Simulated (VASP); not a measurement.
Wanted: the native input for a VASP 6.6.1 run.

```yaml
Task: relaxation of cell and atoms
Functional: PBE
Potentials_or_basis: VASP PAW PBE potentials, release 64 (Ca_sv, I)
Cutoff: 600 eV
k_mesh: 6 × 6 × 4
Occupations: gaussian, width 0.1 eV
Spin: no spin polarisation
Dipole_correction: no
Further_INCAR_settings: ALGO = Normal; EDIFF = 1e-06; IBRION = 2; EDIFFG = -0.04; NSW = 90; ISIF = 3
```

The structure of CaI lies in POSCAR:

```
CaI
1.0
    4.3523987200      0.0000000000      0.0000000000
   -2.1761993600      3.7692878600      0.0000000000
    0.0000000000      0.0000000000      4.9738516000
Ca I
1 1
Direct
    0.0000000000      0.0000000000      0.5000000000
    0.0000000000      0.0000000000      0.0000000000
```

The cell was built by a generator and needn't be a form met in nature.

The cell isn't the ideal one: random cell by space group and Wyckoff sites (P6/mmm, No. 191).

The input as run:

INCAR

```
PREC = Accurate
ENCUT = 600
EDIFF = 1E-6
ISMEAR = 0
SIGMA = 0.1
LREAL = False
LASPH = True
NELM = 80
ALGO = Normal
ISIF = 3
LWAVE = False
LCHARG = False
GGA = PE
IBRION = 2
NSW = 90
EDIFFG = -0.04
```

KPOINTS

```
Automatic mesh
0
Gamma
  6 6 4
```

Potentials or basis: VASP PAW PBE potentials, release 64 (Ca_sv, I).

The run is started by

```bash
$ cat potpaw_PBE.64/Ca_sv/POTCAR potpaw_PBE.64/I/POTCAR > POTCAR
$ mpirun -np 1 vasp_std > vasp.out
```

It gave:

| Item | Value |
| --- | --- |
| Relaxed volume | 50.81 Å³/atom |
| Relaxed cell | a = 4.434 Å, b = 4.434 Å, c = 5.969 Å, α = 90.00°, β = 90.00°, γ = 120.00° |
| Space group after relaxing (to 0.05 Å) | P6/mmm (No. 191) |
| Energy gained by relaxing | 850.7 meV/atom |
| Ionic steps | 10 |
| Pressure after relaxing | 0.0 GPa |
| Band gap on the k mesh | none (metal or under the smearing width) |

Caveat: the volume moved by over 15 % at a fixed basis, so the end points are rough; an odd number of electrons without spin polarisation forces a metal; a magnetic or distorted state may lie lower.

Run time: 99 s on 1 thread of Intel(R) Xeon(R) Platinum 8488C (Sapphire Rapids), with other jobs on the host, peak memory 0.25 GiB.
